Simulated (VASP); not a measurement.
Input:

```yaml
crystal:
  lattice:
    - [2.80591, 0.00000, 0.00000]
    - [0.00000, 2.80591, 0.00000]
    - [0.00000, 0.00000, 2.80591]
  atoms:
    - { symbol: Al, position: [0.50000, 0.50000, 0.50000] }
    - { symbol: Ni, position: [0.00000, 0.00000, 0.00000] }
```

Computed with PBE GGA, VASP's PBE PAW potentials (set 64) (plane waves; VASP). Settings: 480 eV cut-off, 12×12×12 Γ-centred mesh, first-order Methfessel-Paxton smearing of 0.10 eV, potentials Al Ni.

Question: Give the stress tensor in GPa (positive for a compressed cell).

Answer: 
```
17.82   0.00   0.00
 0.00  17.82   0.00
 0.00   0.00  17.82
```
The pressure is its mean diagonal, 17.82 GPa.

The compound is NiAl in the CsCl type structure. This cell was strained or had an atom moved on purpose. The run is not spin-polarised, so no magnetic state was tried. The electron count is odd and the run is not spin-polarised, which forces a metal.
